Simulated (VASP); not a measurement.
**What goes wrong when the gap of BN (Qingsongite) is computed with a bad input**

Some runs for the gap of BN (Qingsongite) get a fault in the input on purpose. Which of them show, and how? The starting structure is a measured crystal structure from the Crystallography Open Database. Cell and atoms stay as given unless a step says otherwise.

Calculated with VASP 6.6.1; Kohn-Sham DFT with plane waves and PAW; LDA.

## 1. Starting point

Symmetry: F-43m, No. 216, cubic system. The conventional cell has a = 3.615 Å, b = 3.615 Å, c = 3.615 Å, α = 90.00°, β = 90.00°, γ = 90.00°. Nearest to N lie 4 B at 1.57 Å. Nearest to B lie 4 N at 1.57 Å. Farther neighbours and most contacts between anions are not listed.

Coordinates:

```xyz
2
Lattice="0.0000 1.8075 1.8075 1.8075 0.0000 1.8075 1.8075 1.8075 0.0000" Properties=species:S:1:pos:R:3 pbc="T T T"
N     2.7113    2.7113    2.7113
B     0.0000    0.0000    0.0000
```

## 2. Reference bands

File INCAR:

```
SYSTEM = BN
PREC = Accurate
ENCUT = 460
EDIFF = 1E-06
NELM = 100
ISMEAR = 0
SIGMA = 0.03
LREAL = .FALSE.
ALGO = Normal
GGA = CA
NBANDS = 16
LORBIT = 11
LWAVE = .FALSE.
LCHARG = .FALSE.
KPAR = 8
LASPH = .TRUE.
```

File POSCAR:

```
BN
1.0
    0.0000000000      1.8075000000      1.8075000000
    1.8075000000      0.0000000000      1.8075000000
    1.8075000000      1.8075000000      0.0000000000
N B
1 1
Direct
    0.7500000000      0.7500000000      0.7500000000
    0.0000000000      0.0000000000      0.0000000000
```

File KPOINTS:

```
Automatic mesh
0
Gamma
10 10 10
0 0 0
```

File KPOINTS_OPT:

```
Line mode
10
Line-mode
Reciprocal
  0.00000000   0.00000000   0.00000000 GAMMA
  0.50000000   0.00000000   0.50000000 X

  0.50000000   0.00000000   0.50000000 X
  0.50000000   0.25000000   0.75000000 W

  0.50000000   0.25000000   0.75000000 W
  0.37500000   0.37500000   0.75000000 K

  0.37500000   0.37500000   0.75000000 K
  0.00000000   0.00000000   0.00000000 GAMMA

  0.00000000   0.00000000   0.00000000 GAMMA
  0.50000000   0.50000000   0.50000000 L

  0.50000000   0.50000000   0.50000000 L
  0.62500000   0.25000000   0.62500000 U

  0.62500000   0.25000000   0.62500000 U
  0.50000000   0.25000000   0.75000000 W

  0.50000000   0.25000000   0.75000000 W
  0.50000000   0.50000000   0.50000000 L

  0.50000000   0.50000000   0.50000000 L
  0.37500000   0.37500000   0.75000000 K

  0.62500000   0.25000000   0.62500000 U
  0.50000000   0.00000000   0.50000000 X
```

Potentials, in the order of the species: N and B (LDA family, release 64).

Command:

```sh
mpirun -np 8 vasp_std
```

Log:

```text
[banner, memory and clock lines left out]
running    8 mpi-ranks, on    1 nodes
 distrk:  each k-point on    1 cores,    8 groups
 distr:  one band on    1 cores,    1 groups

 POSCAR found type information on POSCAR N B
 POSCAR found :  2 types and       2 ions
|                                                                             |
|           W    W    AA    RRRRR   N    N  II  N    N   GGGG   !!!           |
|           W    W   A  A   R    R  NN   N  II  NN   N  G    G  !!!           |
|           W    W  A    A  R    R  N N  N  II  N N  N  G       !!!           |
|           W WW W  AAAAAA  RRRRR   N  N N  II  N  N N  G  GGG   !            |
|           WW  WW  A    A  R   R   N   NN  II  N   NN  G    G                |
|           W    W  A    A  R    R  N    N  II  N    N   GGGG   !!!           |
|                                                                             |
|     For optimal performance we recommend to set                             |
|       NCORE = 2 up to number-of-cores-per-socket                            |
|     NCORE specifies how many cores store one orbital (NPAR=cpu/NCORE).      |
|     This setting can greatly improve the performance of VASP for DFT.       |
|     The default, NCORE=1 might be grossly inefficient on modern             |
|     multi-core architectures or massively parallel machines. Do your        |
|     Unfortunately you need to use the default for GW and RPA                |
|     calculations (for HF NCORE is supported but not extensively tested      |
|     yet).                                                                   |
|                                                                             |

 LDA part: xc-table for (Slater(with rela. corr.)+CA(PZ))
 , standard interpolation
 POSCAR, INCAR and KPOINTS ok, starting setup
 FFT: planning ... GRIDC
 FFT: planning ... GRID_SOFT
 FFT: planning ... GRID
 WAVECAR not read
 entering main loop
       N       E                     dE             d eps       ncg     rms          rms(c)
DAV:   1     0.744691475810E+01    0.74469E+01   -0.44413E+03  1552   0.455E+02
DAV:   2    -0.202011961832E+02   -0.27648E+02   -0.26789E+02  2024   0.119E+02
DAV:   3    -0.205353661695E+02   -0.33417E+00   -0.33409E+00  1608   0.107E+01
DAV:   4    -0.205355409085E+02   -0.17474E-03   -0.17474E-03  2064   0.306E-01
DAV:   5    -0.205355410225E+02   -0.11403E-06   -0.11403E-06  1616   0.685E-03    0.652E+00
DAV:   6    -0.195469680649E+02    0.98857E+00   -0.28575E+00  1704   0.697E+00    0.311E+00
DAV:   7    -0.194386817284E+02    0.10829E+00   -0.67959E-02  1912   0.167E+00    0.180E+00
DAV:   8    -0.194071474557E+02    0.31534E-01   -0.32844E-02  1768   0.985E-01    0.173E-01
DAV:   9    -0.194069877835E+02    0.15967E-03   -0.10390E-03  1728   0.202E-01    0.880E-02
DAV:  10    -0.194069670090E+02    0.20775E-04   -0.50586E-05  1920   0.460E-02    0.136E-02
DAV:  11    -0.194069672876E+02   -0.27863E-06   -0.84745E-07  1288   0.510E-03
   1 F= -.19406967E+02 E0= -.19406967E+02  d E =-.452362E-20
 Start KPOINTS_OPT (optional k-point list driver)
k-point batch [1-47\100]
       N       E                     dE             ncg
DAV:   1     0.123404206618E+04   -0.13243E+05     1528
DAV:   2    -0.229434223853E+02   -0.12570E+04     1952
DAV:   3    -0.377807135529E+02   -0.14837E+02     1776
DAV:   4    -0.377870438719E+02   -0.63303E-02     1904
DAV:   5    -0.377870469678E+02   -0.30959E-05     1792
DAV:   6    -0.377870469697E+02   -0.19238E-08     1496
[...]
k-point batch [95-100\100]
       N       E                     dE             ncg
DAV:   1     0.177231882485E+05   -0.22417E+04      200
DAV:   2     0.175746441539E+05   -0.14854E+03      264
DAV:   3     0.175730315168E+05   -0.16126E+01      232
DAV:   4     0.175730307404E+05   -0.77632E-03      248
DAV:   5     0.175730307399E+05   -0.49726E-06      232
```

It took 2.4 s on 8 MPI ranks of Intel Xeon 6975P-C (Granite Rapids), shared host; peak memory 0.88 GiB.

Lines that name or quote the potential files are left out of all logs, and their timing lines are given in words.

From OUTCAR (step 2):

```text
ion  position               nearest neighbor table
   1  0.750  0.750  0.750-   2 1.57   2 1.57   2 1.57   2 1.57
   2  0.000  0.000  0.000-   1 1.57   1 1.57   1 1.57   1 1.57

  LATTYP: Found a face centered cubic cell.
 ALAT       =     3.6150000000

 Subroutine GETGRP returns: Found 24 space group operations
 (whereof 24 operations were pure point group operations)

The static configuration has the point symmetry T_d .

 Found     47 irreducible k-points:

   k-points           NKPTS =     47   k-points in BZ     NKDIM =     47   number of bands    NBANDS=     16

   dimension x,y,z NGX =    18 NGY =   18 NGZ =   18
   dimension x,y,z NGXF=    36 NGYF=   36 NGZF=   36

   ENCUT  =  460.0 eV  33.81 Ry    5.81 a.u.   4.47  4.47  4.47*2*pi/ulx,y,z

   NELECT =       8.0000    total number of electrons

 k-points in reciprocal lattice and weights: Automatic mesh
   0.00000000  0.00000000  0.00000000       0.001
   0.10000000  0.00000000  0.00000000       0.008
   0.20000000  0.00000000  0.00000000       0.008
   0.30000000  0.00000000  0.00000000       0.008
   0.40000000  0.00000000  0.00000000       0.008
   0.50000000  0.00000000  0.00000000       0.004
   0.10000000  0.10000000  0.00000000       0.006
   0.20000000  0.10000000  0.00000000       0.024
   0.30000000  0.10000000  0.00000000       0.024
[...]
-0.30000000  0.40000000  0.20000000       0.024
  -0.30000000  0.50000000  0.20000000       0.012

 average (electrostatic) potential at core
       1 -60.1135       2 -29.5715

 E-fermi :   7.5731

 k-point     1 :       0.0000    0.0000    0.0000
  band No.  band energies     occupation
      1     -12.6798      2.00000
      2       7.3907      2.00000
      3       7.3907      2.00000
      4       7.3907      2.00000
      5      16.0732      0.00000
      6      16.0732      0.00000
      7      16.0732      0.00000
      8      17.8282      0.00000
      9      31.8805      0.00000
    ...

 k-point     2 :       0.1000    0.0000    0.0000
  band No.  band energies     occupation
      1     -12.4364      2.00000
      2       6.1283      2.00000
      3       7.1328      2.00000
      4       7.1328      2.00000
      5      16.3779      0.00000
      6      16.4573      0.00000
      7      16.4573      0.00000
      8      18.5775      0.00000
      9      31.5231      0.00000
    ...

 k-point     3 :       0.2000    0.0000    0.0000
  band No.  band energies     occupation
      1     -11.7176      2.00000
      2       3.4248      2.00000
      3       6.5586      2.00000
      4       6.5586      2.00000
      5      16.8131      0.00000
      6      17.2510      0.00000
      7      17.2510      0.00000
      8      20.1493      0.00000
      9      30.7716      0.00000
    ...

  Total       -0.8084274     -0.8084274     -0.8084274     -0.0000000      0.0000000      0.0000000
  in kB     -109.6697136   -109.6697136   -109.6697136     -0.0000000      0.0000000      0.0000000
  external PRESSURE =    -109.6697136 kB  Pullay stress =       0.0000000 kB

  energy-cutoff  :      460.00
  volume of cell :       11.81
      direct lattice vectors                 reciprocal lattice vectors
     0.000000000  1.807500000  1.807500000    -0.276625173  0.276625173  0.276625173
     1.807500000  0.000000000  1.807500000     0.276625173 -0.276625173  0.276625173
     1.807500000  1.807500000  0.000000000     0.276625173  0.276625173 -0.276625173

 POSITION                                       TOTAL-FORCE (eV/Angst)
 -----------------------------------------------------------------------------------
      2.71125      2.71125      2.71125        -0.000000     -0.000000     -0.000000
      0.00000      0.00000      0.00000         0.000000      0.000000      0.000000
 -----------------------------------------------------------------------------------
    total drift:                                0.000001      0.000001      0.000000

  FREE ENERGIE OF THE ION-ELECTRON SYSTEM (eV)
  ---------------------------------------------------
  free  energy   TOTEN  =       -19.4069672876 eV

  energy  without entropy=      -19.4069672876  energy(sigma->0) =      -19.40696729

 total charge
# of ion       s       p       d       tot
------------------------------------------
    1        1.204   2.733   0.000   3.937
    2        0.673   1.372   0.000   2.045
--------------------------------------------------
tot          1.876   4.105   0.000   5.982

[... 3 further parts left out ...]
```

At this level the cell is under a tension of 11.0 GPa, so at these settings it is away from equilibrium.

The reference gap is 4.342 eV.

## 3. Bands with a cutoff far too low

A slip made on purpose: a cutoff far too low. Against step 2 the input has ENCUT = 180 (also changed: NELM).

Changes to INCAR since step 2:

```diff
@@ -2,5 +2,5 @@
 PREC = Accurate
-ENCUT = 460
+ENCUT = 180
 EDIFF = 1E-06
-NELM = 100
+NELM = 60
 ISMEAR = 0
```

POSCAR is that of step 2.

KPOINTS is that of step 2.

KPOINTS_OPT is that of step 2.

Command:

```sh
mpirun -np 8 vasp_std
```

Log:

```text
[banner, memory and clock lines left out]
running    8 mpi-ranks, on    1 nodes
[...]
[... a notice as in an earlier step ...]

 LDA part: xc-table for (Slater(with rela. corr.)+CA(PZ))
 , standard interpolation
 POSCAR, INCAR and KPOINTS ok, starting setup
[...]
entering main loop
       N       E                     dE             d eps       ncg     rms          rms(c)
DAV:   1    -0.513284558460E+01   -0.51328E+01   -0.21983E+03  1768   0.206E+02
DAV:   2    -0.183586506051E+02   -0.13226E+02   -0.12870E+02  1904   0.631E+01
DAV:   3    -0.184315128422E+02   -0.72862E-01   -0.72861E-01  1632   0.414E+00
DAV:   4    -0.184315192550E+02   -0.64128E-05   -0.64128E-05  1936   0.445E-02
[...]
DAV:  10    -0.179510875608E+02    0.10551E-04   -0.30739E-05  1728   0.202E-02    0.801E-03
DAV:  11    -0.179510895226E+02   -0.19617E-05   -0.21820E-07   856   0.257E-03    0.189E-03
DAV:  12    -0.179510886835E+02    0.83911E-06   -0.18282E-08   768   0.737E-04
   1 F= -.17951089E+02 E0= -.17951089E+02  d E =-.274160E-46
 Start KPOINTS_OPT (optional k-point list driver)
k-point batch [1-47\100]
       N       E                     dE             ncg
DAV:   1     0.644797491078E+03   -0.80466E+04     1776
DAV:   2     0.612821330055E+02   -0.58352E+03     1896
DAV:   3     0.577411513759E+02   -0.35410E+01     1696
DAV:   4     0.577408585075E+02   -0.29287E-03     1904
DAV:   5     0.577408584818E+02   -0.25634E-07     1424
[...]
k-point batch [95-100\100]
       N       E                     dE             ncg
DAV:   1     0.106330118564E+05   -0.14505E+04      240
DAV:   2     0.105450158953E+05   -0.87996E+02      248
DAV:   3     0.105444287836E+05   -0.58711E+00      216
DAV:   4     0.105444287193E+05   -0.64333E-04      256
DAV:   5     0.105444287193E+05   -0.76816E-08      184
```

The job ended after 1.2 s (8 MPI ranks; peak memory 0.71 GiB).

OUTCAR, selected parts (step 3):

```text
  Total      -15.7564420    -15.7564420    -15.7564420      0.0000000      0.0000000      0.0000000
  in kB    -2137.4886824  -2137.4886824  -2137.4886824      0.0000000      0.0000000      0.0000000
  external PRESSURE =   -2137.4886824 kB  Pullay stress =       0.0000000 kB

 POSITION                                       TOTAL-FORCE (eV/Angst)
 -----------------------------------------------------------------------------------
      2.71125      2.71125      2.71125        -0.000000     -0.000000     -0.000000
      0.00000      0.00000      0.00000         0.000000      0.000000      0.000000
 -----------------------------------------------------------------------------------
    total drift:                               -0.000000     -0.000000     -0.000001

  FREE ENERGIE OF THE ION-ELECTRON SYSTEM (eV)
  ---------------------------------------------------
  free  energy   TOTEN  =       -17.9510886835 eV

  energy  without entropy=      -17.9510886835  energy(sigma->0) =      -17.95108868

[... 1 part as in an earlier step ...]

[... 2 further parts left out ...]
[key lines of the parts left out:]
E-fermi :   8.7118
```

The log as kept lacks single lines of electronic cycles.

With a cutoff far too low the gap is 3.348 eV, -0.994 eV from the reference.

## 4. Bands with a fixed density without a density file

A slip made on purpose: a fixed density without a density file. Against step 2 the input has ICHARG = 11 (also changed: NELM).

Changes to INCAR since step 3:

```diff
@@ -2,3 +2,3 @@
 PREC = Accurate
-ENCUT = 180
+ENCUT = 460
 EDIFF = 1E-06
@@ -16 +16,2 @@
 LASPH = .TRUE.
+ICHARG = 11
```

POSCAR is that of step 3.

KPOINTS is that of step 3.

KPOINTS_OPT is that of step 3.

Command:

```sh
mpirun -np 8 vasp_std
```

Log:

```text
[banner, memory and clock lines left out]
running    8 mpi-ranks, on    1 nodes
[...]
|                                                                             |
|           W    W    AA    RRRRR   N    N  II  N    N   GGGG   !!!           |
|           W    W   A  A   R    R  NN   N  II  NN   N  G    G  !!!           |
|           W    W  A    A  R    R  N N  N  II  N N  N  G       !!!           |
|           W WW W  AAAAAA  RRRRR   N  N N  II  N  N N  G  GGG   !            |
|           WW  WW  A    A  R   R   N   NN  II  N   NN  G    G                |
|           W    W  A    A  R    R  N    N  II  N    N   GGGG   !!!           |
|                                                                             |
|     For optimal performance we recommend to set                             |
|       NCORE = 2 up to number-of-cores-per-socket                            |
|     NCORE specifies how many cores store one orbital (NPAR=cpu/NCORE).      |
|     This setting can greatly improve the performance of VASP for DFT.       |
[...]
LDA part: xc-table for (Slater(with rela. corr.)+CA(PZ))
 , standard interpolation
 POSCAR, INCAR and KPOINTS ok, starting setup
[...]
WARNING: CHGCAR is incomplete
|                                                                             |
|     EEEEEEE  RRRRRR   RRRRRR   OOOOOOO  RRRRRR      ###     ###     ###     |
|     E        R     R  R     R  O     O  R     R     ###     ###     ###     |
|     E        R     R  R     R  O     O  R     R     ###     ###     ###     |
|     EEEEE    RRRRRR   RRRRRR   O     O  RRRRRR       #       #       #      |
|     E        R   R    R   R    O     O  R   R                               |
|     E        R    R   R    R   O     O  R    R      ###     ###     ###     |
|     EEEEEEE  R     R  R     R  OOOOOOO  R     R     ###     ###     ###     |
|                                                                             |
|     ERROR: charge density could not be read from file CHGCAR for            |
|     ICHARG>10                                                               |
|                                                                             |
|       ---->  I REFUSE TO CONTINUE WITH THIS SICK JOB ... BYE!!! <----       |
|                                                                             |

1
1
1
1
1
1
1
1
```

It took 5.8 s on 8 MPI ranks.

VASP stopped with this message: “ERROR: charge density could not be read from file CHGCAR for ICHARG>10”.

[end of part 1 of 2]

[Lines on the potential files, build, host, timing and source positions are cut from VASP's logs without a mark.]

[Logs are printed without paths, hosts, clocks, repeated set-up lines and the standing remarks that a program may print on its own settings, such as how far it seeks lower states.]

[Hosts, paths, dates, database ids (printed as entryN), source tags and the programs' standing remarks are cut or masked in the printed files.]
